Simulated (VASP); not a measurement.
Given:

```xyz
2
Lattice="0.0000 2.9661 2.9661 2.9661 0.0000 2.9661 2.9661 2.9661 0.0000" Properties=species:S:1:pos:R:3 pbc="T T T"
Pb     0.0000     0.0000     0.0000
S      2.9661     2.9661     2.9661
```

The numbers are results of PBE GGA with D4 dispersion, VASP's PBE PAW potentials (set 64) (plane waves; VASP), not measurements. Settings: 520 eV cut-off, Gaussian smearing of 0.050 eV, potentials Pb_d S.

Unless said otherwise, spin-orbit coupling is left out, though it shifts the bands of the heavy elements here.

### Question
Give the energies of bands 7 to 13 at the high-symmetry points, in eV from the valence-band maximum.

### Answer

| band | Γ | X | U | L | W |
|---|---|---|---|---|---|
| 7 | -6.04 | -7.20 | -7.98 | -8.85 | -7.95 |
| 8 | -2.17 | -5.19 | -4.78 | -1.78 | -4.42 |
| 9 | -2.17 | -3.44 | -2.94 | -1.78 | -4.42 |
| 10 | -2.17 | -3.44 | -2.48 | 0.00 | -1.03 |
| 11 | 5.21 | 3.87 | 3.33 | 0.37 | 2.19 |
| 12 | 5.21 | 5.58 | 4.13 | 1.96 | 4.67 |
| 13 | 5.21 | 5.68 | 5.05 | 1.96 | 4.67 |

The gap is direct, 0.37 eV, from the valence maximum at L to the conduction minimum at L.

Measured: gap 0.37 eV (computed value off by +0.00 eV), as given by Wikipedia, List of semiconductor materials.

The compound is PbS in the rock salt structure. It was relaxed first.
